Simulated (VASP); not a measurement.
Given:

```
CELL_PARAMETERS angstrom
      0.00000     2.97222     2.97222
      2.97222     0.00000     2.97222
      2.97222     2.97222     0.00000
ATOMIC_POSITIONS crystal
  Sn 0.00000 0.00000 0.00000
  Te 0.50000 0.50000 0.50000
```

These are PBE GGA, VASP's PBE PAW potentials (set 64) (plane waves; VASP 6.6.1) values and carry that method's errors. Numerical set-up: 480 eV cut-off, 8×8×8 Γ-centred mesh, Gaussian smearing of 0.050 eV, potentials Sn_d Te.

Predict the energy per atom (σ→0), pressure.

| Property | Value |
|---|---|
| energy per atom (σ→0) | -3.524 eV/atom |
| pressure | 15.01 GPa |

The absolute energy has meaning only against runs of the same code, potentials and settings.

The compound is SnTe in the rock salt structure, which distorts at low temperature. It was relaxed first under an external pressure of 15 GPa.
